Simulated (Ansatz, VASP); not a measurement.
SiOs2C2 in VASP and in Ansatz

```
CELL_PARAMETERS angstrom
4.60182 0.00000 0.00000
-2.30091 3.98530 0.00000
0.00000 0.00000 3.89848
ATOMIC_POSITIONS crystal
Si 0.00000 0.00000 0.41667
Os 0.33333 0.66667 0.39912
Os 0.66667 0.33333 0.39912
C 0.33333 0.66667 0.91950
C 0.66667 0.33333 0.91950
```

Alike in both runs: task single point; functional PBE; k mesh 6 × 6 × 4; occupations gaussian, width 0.1 eV; collinear spin.

|  | VASP | Ansatz |
| --- | --- | --- |
| version | VASP 6.6.1 | Ansatz 0.2.0 |
| potentials or method | VASP PAW PBE potentials, release 64 (Si, Os, C) | scalar-relativistic, plane waves, PAW |
| plane-wave cutoff (eV) | 520 | 420 |
| valence electrons in the cell | 28 | 44 |

VASP gave:

| Item | Value |
| --- | --- |
| gap on the k mesh at the Fermi level (eV) | none |
| pressure (GPa) | 0.9 |
| largest component of the traceless stress (GPa) | 1.35 |
| rms of the force components (eV/Å) | 0.057 |
| net moment per atom (μB) | 0.00 |

Question: Estimate Ansatz's values.

Answer: gap on the k mesh at the Fermi level (eV): none; pressure (GPa): 0.0; largest component of the traceless stress (GPa): 0.02; rms of the force components (eV/Å): 0.001; net moment per atom (μB): 0.00.

Atom by atom the forces differ by 0.057 eV/Å (rms over components). A gap of «none» marks a metal or a gap that the smearing closes. With one functional, cell and mesh, what is left measures potentials, basis and numerics. The two sets of potentials don't hold the same shells in valence. Ansatz warned: «seeded_moment_not_kept».

Caveats: the k mesh is coarse (spacing up to 0.40 Å⁻¹), so the values aren't converged. The runs have no spin-orbit coupling, so splittings on Os are missing.
